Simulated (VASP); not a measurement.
Input:

```
CELL_PARAMETERS angstrom
      2.89106     0.00000     0.00000
     -1.44553     2.50373     0.00000
      0.00000     0.00000     5.27540
ATOMIC_POSITIONS crystal
  Ru 0.00000 0.00000 0.00000
  Ru 0.00000 0.00000 0.50000
  N  0.33333 0.66667 0.25000
  N  0.66667 0.33333 0.75000
```

Computed with PBEsol GGA, VASP's PBE PAW potentials (set 64) (plane waves; VASP 6.6.1). Numerical set-up: 520 eV cut-off, Gaussian smearing of 0.050 eV, potentials Ru_pv N.

Give the energies of bands 10 to 22 at the high-symmetry points, in eV from the Fermi level.

| band | Γ | M | K | A | L | H |
|---|---|---|---|---|---|---|
| 10 | -6.76 | -8.13 | -8.00 | -7.28 | -8.23 | -8.05 |
| 11 | -6.76 | -7.14 | -8.00 | -5.60 | -6.52 | -6.77 |
| 12 | -6.02 | -5.89 | -6.75 | -5.60 | -6.52 | -6.77 |
| 13 | -3.18 | -5.64 | -6.75 | -5.60 | -5.86 | -6.27 |
| 14 | -2.94 | -4.79 | -4.28 | -5.60 | -5.86 | -6.27 |
| 15 | -2.94 | -3.39 | -1.90 | -2.16 | -3.67 | -2.59 |
| 16 | -2.93 | -3.13 | -1.90 | -2.16 | -3.67 | -2.59 |
| 17 | -2.93 | -1.04 | -1.74 | -2.16 | -0.07 | -0.87 |
| 18 | -2.32 | -0.28 | -1.34 | -2.16 | -0.07 | -0.87 |
| 19 | -2.32 | 0.15 | -1.34 | -2.04 | 0.24 | 0.47 |
| 20 | -0.50 | 0.20 | 0.51 | -2.04 | 0.24 | 0.47 |
| 21 | -0.50 | 0.90 | 2.83 | 1.82 | 2.08 | 0.49 |
| 22 | 1.03 | 1.98 | 2.83 | 1.82 | 2.08 | 0.49 |

It has no gap at this level: it comes out as a metal or semimetal.

The structure was generated: RuN was put into the NiAs type type (P6_3/mmc), which need not be its known phase. It was relaxed first, which changed the volume by -23 %.
